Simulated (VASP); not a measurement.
# AgCl (rock salt): computed properties

Computed with r2SCAN meta-GGA, VASP's PBE PAW potentials (set 64) (plane waves; VASP 6.6.1).

```json
{
  "space_group": "Fm-3m (225)",
  "cell": "a = 5.535 Å, b = 5.535 Å, c = 5.535 Å, α = 90.00°, β = 90.00°, γ = 90.00°",
  "volume_per_atom": "21.20 Å^3/atom",
  "band gap (over mesh and band path)": "1.42 eV",
  "smallest direct gap (over mesh and band path)": "3.55 eV",
  "band_edge_character_without_spin_orbit_coupling": "indirect, L to Γ",
  "band_gap_with_spin_orbit_coupling": "1.38 eV",
  "density": "5.61 g/cm³",
  "mean ε∞ (independent particles)": "4.61"
}
```

```
CELL_PARAMETERS angstrom
      0.00000     2.76759     2.76759
      2.76759     0.00000     2.76759
      2.76759     2.76759     0.00000
ATOMIC_POSITIONS crystal
  Ag 0.00000 0.00000 0.00000
  Cl 0.50000 0.50000 0.50000
```

The compound is AgCl in the rock salt structure. It was relaxed first. Symmetry was kept, so distortions that lower it aren't found.
